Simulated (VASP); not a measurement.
Calculation: SCAN meta-GGA, VASP's PBE PAW potentials (set 64) (plane waves; VASP).

A VASP calculation is set up with these files.

**POSCAR**
```
CoGa
1
    2.8327000391    -0.0000000000     0.0000000000
   -0.0000000000     2.8327000391    -0.0000000000
   -0.0000000000    -0.0000000000     2.8327000391
Ga Co
1 1
Direct
  0.5000000000   0.5000000000   0.5000000000
  0.0000000000   0.0000000000   0.0000000000
```

**INCAR**
```
ALGO = Normal
EDIFF = 1E-6
EDIFFG = -0.01
ENCUT = 520
IBRION = 2
ISIF = 3
ISMEAR = 1
LASPH = T
LCHARG = F
LMAXMIX = 4
LMIXTAU = T
LREAL = F
LWAVE = F
METAGGA = SCAN
NELM = 100
NSW = 60
PREC = Accurate
SIGMA = 0.1
SYSTEM = CoGa
```

File KPOINTS:
```
Automatic mesh
0
Gamma
12 12 12
0 0 0
```

POTCAR, in this order: Ga_d Co (PBE.64 set). Program: vasp_std.

The run wrote:

### OSZICAR
```
       N       E                     dE             d eps       ncg     rms          rms(c)
DAV:   1     0.754312313166E+02    0.75431E+02   -0.11076E+04  2648   0.273E+03
DAV:   2    -0.323742400585E+02   -0.10781E+03   -0.10560E+03  2590   0.369E+02
DAV:   3    -0.374061149936E+02   -0.50319E+01   -0.50084E+01  2898   0.847E+01
DAV:   4    -0.374883232182E+02   -0.82208E-01   -0.82193E-01  3494   0.101E+01
DAV:   5    -0.374901041789E+02   -0.17810E-02   -0.17809E-02  3126   0.127E+00    0.117E+01
DAV:   6    -0.371924519203E+02    0.29765E+00   -0.39936E+01  2740   0.918E+01    0.152E+01
DAV:   7    -0.338377467058E+02    0.33547E+01   -0.14178E+01  2632   0.587E+01    0.125E+00
DAV:   8    -0.340324401864E+02   -0.19469E+00   -0.71706E-01  3469   0.102E+01    0.220E+00
DAV:   9    -0.340106954415E+02    0.21745E-01   -0.38444E-01  2771   0.987E+00    0.569E-01
DAV:  10    -0.340087845632E+02    0.19109E-02   -0.64027E-02  2555   0.287E+00    0.552E-01
DAV:  11    -0.340066787861E+02    0.21058E-02   -0.88903E-03  2738   0.126E+00    0.326E-01
DAV:  12    -0.340045426393E+02    0.21361E-02   -0.99024E-03  3210   0.145E+00    0.886E-02
DAV:  13    -0.340040317366E+02    0.51090E-03   -0.19859E-03  2564   0.596E-01    0.263E-02
DAV:  14    -0.340037829044E+02    0.24883E-03   -0.52628E-04  2632   0.302E-01    0.280E-02
DAV:  15    -0.340038306240E+02   -0.47720E-04   -0.78268E-05  3481   0.121E-01    0.675E-03
DAV:  16    -0.340038013990E+02    0.29225E-04   -0.26066E-05  2605   0.731E-02    0.283E-03
DAV:  17    -0.340038043009E+02   -0.29019E-05   -0.82371E-07  2132   0.126E-02    0.285E-03
DAV:  18    -0.340038023940E+02    0.19069E-05   -0.31625E-07  1393   0.101E-02    0.176E-03
DAV:  19    -0.340038051805E+02   -0.27865E-05   -0.26985E-07  1428   0.663E-03    0.654E-04
DAV:  20    -0.340038036978E+02    0.14828E-05   -0.78378E-08  1337   0.351E-03    0.110E-04
DAV:  21    -0.340038027359E+02    0.96188E-06   -0.38110E-08  1288   0.276E-03
   1 F= -.34003803E+02 E0= -.34003766E+02  d E =-.340038E+02
```

**OUTCAR**
```
------------------------ aborting loop because EDIFF is reached ----------------------------------------
  FORCE on cell =-STRESS in cart. coord.  units (eV):
  Direction    XX          YY          ZZ          XY          YZ          ZX
  --------------------------------------------------------------------------------------
  Total        0.0191254      0.0191254      0.0191254     -0.0000000      0.0000000      0.0000000
  in kB        1.3480912      1.3480912      1.3480912     -0.0000000      0.0000000      0.0000000
  external PRESSURE =       1.3480912 kB  Pullay stress =       0.0000000 kB
  volume of cell :       22.73
      direct lattice vectors                 reciprocal lattice vectors
     2.832700039  0.000000000  0.000000000     0.353020082  0.000000000  0.000000000
     0.000000000  2.832700039  0.000000000     0.000000000  0.353020082  0.000000000
     0.000000000  0.000000000  2.832700039     0.000000000  0.000000000  0.353020082
 POSITION                                       TOTAL-FORCE (eV/Angst)
 -----------------------------------------------------------------------------------
      1.41635      1.41635      1.41635         0.000000      0.000000      0.000000
      0.00000      0.00000      0.00000         0.000000      0.000000      0.000000
 -----------------------------------------------------------------------------------
    total drift:                                0.000000      0.000000     -0.000000
  FREE ENERGIE OF THE ION-ELECTRON SYSTEM (eV)
  ---------------------------------------------------
  free  energy   TOTEN  =       -34.0038027359 eV

  energy  without entropy=      -34.0036927511  energy(sigma->0) =      -34.00376607

 reached required accuracy - stopping structural energy minimisation
```
(Selected blocks of OUTCAR.)

The compound is CoGa in the CsCl type structure. It was relaxed first. The start is the result of an earlier pass. The run is not spin-polarised, so no magnetic state was tried.
